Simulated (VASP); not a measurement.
MgO (rock salt), at 0.96 of the tabulated volume:

```yaml
crystal:
  lattice:
    - [0.00000, 2.07655, 2.07655]
    - [2.07655, 0.00000, 2.07655]
    - [2.07655, 2.07655, 0.00000]
  atoms:
    - { symbol: Mg, position: [0.00000, 0.00000, 0.00000] }
    - { symbol: O, position: [0.50000, 0.50000, 0.50000] }
```

The lowest empty band near Γ, direction [110], from mBJ (TB09) with spin-orbit coupling in VASP (PAW); its two spin partners are averaged. The gap over the points computed is 7.19 eV, and the next band on that side lies 10.95 eV away at the edge.

Run with 520 eV cut-off, 12×12×12 Γ-centred mesh, Gaussian smearing of 0.050 eV, potentials Mg O.

```csv
distance from the edge in k (1/Å),distance in energy (meV)
0.025,5.6
0.035,10.9
0.050,22.3
0.070,43.6
```

Fit E(1 + αE) = ħ²k²/2m* (ħ²/2m0 = 3.810 eV Å²) and predict the row at 0.095 1/Å.

The rows don't resolve α, so a parabola serves: the electron mass is m* = 0.428 m0, and so 80.3 meV. The run gave 79.9 meV, -0.4 meV from the fit.

Left out are points under 3 meV from the edge, since the levels carry 0.1 meV, and points farther than half the way to the next band.

The compound is MgO in the rock salt structure. The cell was not relaxed at this level.
